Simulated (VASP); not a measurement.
MgO:

```
Mg O
1.0
     0.00000    2.10850    2.10850
     2.10850    0.00000    2.10850
     2.10850    2.10850    0.00000
Mg O
1 1
Direct
  0.00000 0.00000 0.00000
  0.50000 0.50000 0.50000
```

| Quantity | Value |
| --- | --- |
| Program | VASP 6.6.1 |
| Task | relaxation of cell and atoms |
| Functional | PBE |
| Potentials or basis | VASP PAW PBE potentials, release 64 (Mg, O) |
| Cutoff | 520 eV |
| k mesh | 2 × 2 × 2 |
| Occupations | gaussian, width 0.02 eV |
| Spin | no spin polarisation |

At the start: pressure 8.0 GPa; volume 9.37 Å³/atom.

Problem. Where does the relaxation end?

Solution. Over 3 steps the energy falls by 11.4 meV/atom and the volume is 9.85 Å³/atom (+5.1 %); space group Fm-3m (No. 225, to 0.05 Å).

The path:
```
step  energy change (eV)  largest force (eV/Å)  pressure (GPa)  volume (Å³)
   1              0.0000                0.0000            7.98        18.75
   2             -0.0201                0.0000           -2.43        20.04
   3             -0.0228                0.0000            0.02        19.70
```

Final structure:
```
CELL_PARAMETERS angstrom
0.00000 2.14357 2.14357
2.14357 0.00000 2.14357
2.14357 2.14357 0.00000
ATOMIC_POSITIONS crystal
Mg 0.00000 0.00000 0.00000
O 0.50000 0.50000 0.50000
```

Caveat: the k mesh is coarse (spacing up to 1.29 Å⁻¹), so the values aren't converged.
